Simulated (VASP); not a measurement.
All values below come from PBE GGA, VASP's PBE PAW potentials (set 64) (plane waves; VASP).

Input for VASP

**POSCAR**
```
FePt
1.0
  2.7011105009   0.0000000000   0.0000000000
  0.0000000000   2.7011105009   0.0000000000
  0.0000000000   0.0000000000   3.7439193551
Fe Pt
1 1
Cart
  0.0000000000   0.0000000000   0.0000000000
  1.3505552505   1.3505552505   1.8719596776
```

INCAR:
```
! general
SYSTEM  = FePt
PREC    = Accurate
ENCUT   = 500
LREAL   = .False.
LASPH   = .True.   ! aspherical one-centre terms

! electronic loop
EDIFF   = 1E-6
NELM    = 100   ! most electronic steps
ALGO    = Normal
LMAXMIX = 6

! smearing
ISMEAR  = 1   ! Methfessel-Paxton
SIGMA   = 0.1

! functional
GGA     = PE   ! PBE

! spin
ISPIN   = 2   ! spin-polarised
MAGMOM  = 2.9 0.3

! ions
IBRION  = 2
NSW     = 40   ! most ionic steps
ISIF    = 3   ! ions, shape and volume
EDIFFG  = -0.02   ! ionic stop
PSTRESS = 100   ! kbar

! output
LWAVE   = .False.
LCHARG  = .False.
LORBIT  = 10
```

### KPOINTS
```
Automatic mesh
0
Gamma
13 13 10
0 0 0
```

POTCAR, in this order: Fe Pt (PBE.64 set). Program: vasp_std.

The resulting files:

OUTCAR:
```
 ion  position               nearest neighbor table
   1  0.000  0.000  0.000-   2 2.67   2 2.67   2 2.67   2 2.67   2 2.67   2 2.67   2 2.67   2 2.67
  LATTYP: Found a simple tetragonal cell.
 ALAT       =     2.7011105009
 C/A-ratio  =     1.3860667136
 Subroutine PRICEL returns:
 Original cell was already a primitive cell.
 Subroutine GETGRP returns: Found 16 space group operations
The static configuration has the point symmetry D_4h.
The dynamic configuration has the point symmetry D_4h.
The overall configuration has the point symmetry D_4h.
 Subroutine INISYM returns: Found 16 space group operations
 Subroutine IBZKPT returns following result:
 Found    168 irreducible k-points:

 Following reciprocal coordinates:
            Coordinates               Weight
  0.000000  0.000000  0.000000      1.000000
  0.076923  0.000000  0.000000      4.000000
  0.153846  0.000000  0.000000      4.000000
  0.230769  0.000000  0.000000      4.000000
  0.307692  0.000000  0.000000      4.000000
  0.384615  0.000000  0.000000      4.000000
  0.461538  0.000000  0.000000      4.000000
  0.076923  0.076923  0.000000      4.000000
  0.153846  0.076923  0.000000      8.000000
  0.230769  0.076923  0.000000      8.000000
  0.307692  0.076923  0.000000      8.000000
  0.384615  0.076923  0.000000      8.000000
  0.461538  0.076923  0.000000      8.000000
  0.153846  0.153846  0.000000      4.000000
  0.230769  0.153846  0.000000      8.000000
  0.307692  0.153846  0.000000      8.000000
  0.384615  0.153846  0.000000      8.000000
  0.461538  0.153846  0.000000      8.000000
  0.230769  0.230769  0.000000      4.000000
  0.307692  0.230769  0.000000      8.000000
  0.384615  0.230769  0.000000      8.000000
  0.461538  0.230769  0.000000      8.000000
  0.307692  0.307692  0.000000      4.000000
...
```

### OSZICAR
```
       N       E                     dE             d eps       ncg     rms          rms(c)
DAV:   1     0.908078204243E+02    0.90808E+02   -0.86103E+03 10432   0.129E+03
DAV:   2    -0.129574154794E+02   -0.10377E+03   -0.92917E+02 10374   0.254E+02
DAV:   3    -0.161453860167E+02   -0.31880E+01   -0.31022E+01 12670   0.536E+01
DAV:   4    -0.161773074403E+02   -0.31921E-01   -0.31912E-01 11511   0.462E+00
DAV:   5    -0.161781824561E+02   -0.87502E-03   -0.87500E-03 13351   0.862E-01    0.169E+01
DAV:   6    -0.172145982444E+02   -0.10364E+01   -0.13393E+01 10847   0.820E+01    0.231E+01
DAV:   7    -0.149307922959E+02    0.22838E+01   -0.95544E+00 12758   0.793E+01    0.895E+00
DAV:   8    -0.148882708380E+02    0.42521E-01   -0.44922E-01 11998   0.105E+01    0.415E+00
DAV:   9    -0.148094419955E+02    0.78829E-01   -0.12233E-01 14659   0.753E+00    0.183E+00
DAV:  10    -0.147987383781E+02    0.10704E-01   -0.35327E-02 15409   0.363E+00    0.644E-01
DAV:  11    -0.147980340408E+02    0.70434E-03   -0.21245E-03 13016   0.662E-01    0.255E-01
DAV:  12    -0.147979929097E+02    0.41131E-04   -0.19629E-04 13567   0.183E-01    0.916E-02
DAV:  13    -0.147979955153E+02   -0.26056E-05   -0.23583E-05 12245   0.758E-02    0.334E-02
DAV:  14    -0.147979960699E+02   -0.55469E-06   -0.35513E-06 12182   0.273E-02
   1 F= -.13093089E+02 E0= -.13093017E+02  d E =-.130931E+02  mag=     3.2284
       N       E                     dE             d eps       ncg     rms          rms(c)
DAV:   1    -0.153044654147E+02   -0.50647E+00   -0.11299E+01 10213   0.458E+01    0.688E+00
DAV:   2    -0.146691905527E+02    0.63527E+00   -0.13857E+00 11368   0.157E+01    0.367E+00
DAV:   3    -0.146675252981E+02    0.16653E-02   -0.57561E-02 12645   0.341E+00    0.216E+00
DAV:   4    -0.146639406137E+02    0.35847E-02   -0.21497E-02 13328   0.408E+00    0.706E-01
DAV:   5    -0.146619596580E+02    0.19810E-02   -0.10497E-02 12286   0.284E+00    0.554E-01
DAV:   6    -0.146607885089E+02    0.11711E-02   -0.25176E-03 14634   0.944E-01    0.112E-01
DAV:   7    -0.146608612071E+02   -0.72698E-04   -0.18517E-04 12191   0.188E-01    0.490E-02
DAV:   8    -0.146608828557E+02   -0.21649E-04   -0.18197E-05 12413   0.447E-02    0.292E-02
DAV:   9    -0.146608868574E+02   -0.40018E-05   -0.39716E-06 11907   0.248E-02    0.751E-03
DAV:  10    -0.146608864501E+02    0.40737E-06   -0.95898E-07  6160   0.241E-02
   2 F= -.13060948E+02 E0= -.13061313E+02  d E =0.321419E-01  mag=     3.1372
       N       E                     dE             d eps       ncg     rms          rms(c)
DAV:   1    -0.150723901302E+02   -0.41150E+00   -0.53058E+00 10185   0.322E+01    0.416E+00
DAV:   2    -0.147749844057E+02    0.29741E+00   -0.69613E-01 11459   0.107E+01    0.261E+00
DAV:   3    -0.147755570079E+02   -0.57260E-03   -0.19834E-02 12119   0.182E+00    0.152E+00
DAV:   4    -0.147742627519E+02    0.12943E-02   -0.10018E-02 13418   0.274E+00    0.668E-01
DAV:   5    -0.147734242105E+02    0.83854E-03   -0.87412E-03 12332   0.252E+00    0.612E-01
DAV:   6    -0.147723554293E+02    0.10688E-02   -0.23475E-03 14459   0.113E+00    0.768E-02
DAV:   7    -0.147723811275E+02   -0.25698E-04   -0.15290E-04 13362   0.185E-01    0.345E-02
DAV:   8    -0.147723881798E+02   -0.70523E-05   -0.83891E-06 11899   0.300E-02    0.216E-02
DAV:   9    -0.147723912664E+02   -0.30867E-05   -0.15904E-06  9081   0.175E-02    0.548E-03
DAV:  10    -0.147723914263E+02   -0.15990E-06   -0.49040E-07  5502   0.137E-02
   3 F= -.13101884E+02 E0= -.13101982E+02  d E =-.879464E-02  mag=     3.1928
```

### OUTCAR
```
------------------------ aborting loop because EDIFF is reached ----------------------------------------
  FORCE on cell =-STRESS in cart. coord.  units (eV):
  Direction    XX          YY          ZZ          XY          YZ          ZX
  --------------------------------------------------------------------------------------
  Total        1.6648198      1.6648198      1.6470412      0.0000000     -0.0000000      0.0000000
  in kB       99.6595291     99.6595291     98.5952656      0.0000000     -0.0000000      0.0000000
  external PRESSURE =      -0.6952254 kB  Pullay stress =     100.0000000 kB
  volume of cell :       26.76
      direct lattice vectors                 reciprocal lattice vectors
     2.682880591  0.000000000  0.000000000     0.372733697  0.000000000 -0.000000000
     0.000000000  2.682880591  0.000000000     0.000000000  0.372733697 -0.000000000
     0.000000000  0.000000000  3.718401588    -0.000000000 -0.000000000  0.268932759
 POSITION                                       TOTAL-FORCE (eV/Angst)
 -----------------------------------------------------------------------------------
      0.00000      0.00000      0.00000        -0.000000     -0.000000      0.000000
      1.34144      1.34144      1.85920         0.000000      0.000000      0.000000
 -----------------------------------------------------------------------------------
    total drift:                               -0.000000      0.000000      0.000000
  FREE ENERGIE OF THE ION-ELECTRON SYSTEM (eV)
  ---------------------------------------------------
  free  energy   TOTEN  =       -14.7723914263 eV

  energy  without entropy=      -14.7726842630  energy(sigma->0) =      -14.77248904
  enthalpy is  TOTEN    =       -13.1018840538 eV   P V=        1.6705073725

 total charge

# of ion       s       p       d       tot
------------------------------------------
    1        0.419   0.475   6.156   7.050
    2        0.733   0.705   8.076   9.513
--------------------------------------------------
tot          1.152   1.180  14.232  16.564

 magnetization (x)

# of ion       s       p       d       tot
------------------------------------------
    1        0.003  -0.007   2.854   2.850
    2       -0.025  -0.070   0.410   0.315
--------------------------------------------------
tot         -0.022  -0.077   3.263   3.165

 reached required accuracy - stopping structural energy minimisation
```
(Selected blocks of OUTCAR.)

### CONTCAR
```
FePt
   1.00000000000000
     2.6828805908372604    0.0000000000000000    0.0000000000000000
     0.0000000000000000    2.6828805908372604    0.0000000000000000
     0.0000000000000000    0.0000000000000000    3.7184015880821359
  Fe              Pt
     1     1
Direct
     0.0000000000000000    0.0000000000000000    0.0000000000000000
     0.5000000000000000    0.5000000000000000    0.5000000000000000
```

Energy and stress use the plane-wave basis of the starting cell.

The compound is FePt in the L1_0 structure. This run relaxes it under an external pressure of 10 GPa. Symmetry was kept, so distortions that lower it aren't found.
